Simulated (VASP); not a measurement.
A convergence study with VASP on SnTe (rock salt): one setting is varied, all else stays as given below, so the limit is that of these other settings.

```
SnTe
1.0
    0.00000     3.16000     3.16000
    3.16000     0.00000     3.16000
    3.16000     3.16000     0.00000
Sn Te
1 1
Cartesian
  0.00000   0.00000   0.00000
  3.16000   3.16000   3.16000
```

All values below come from LDA (Ceperley-Alder, Perdew-Zunger), VASP's LDA PAW potentials (set 64) (plane waves; VASP). The tightest run used: 550 eV cut-off, 16×16×16 Γ-centred mesh, Gaussian smearing of 0.050 eV, potentials Sn_d Te.

```tsv
setting	E (eV/atom)	pressure (GPa)	irreducible k-points
1×1×1 mesh	-0.9752	32.01	1
2×2×2 mesh	-3.4597	1.45	3
3×3×3 mesh	-4.4574	-1.88	4
```

Q: These are the cheaper rows. Estimate the results at 16×16×16 mesh, and how far the last row shown lies from them.

A: 
```csv
quantity,tightest run,last row shown is off by
E (eV/atom),-4.4094,-0.0480
pressure (GPa),-1.82,-0.06
```

Left out are rungs that failed or repeat a setting and relaxations that didn't move; long series are thinned to 24 rows.

The compound is SnTe in the rock salt structure, which distorts at low temperature. The cell was not relaxed at this level.
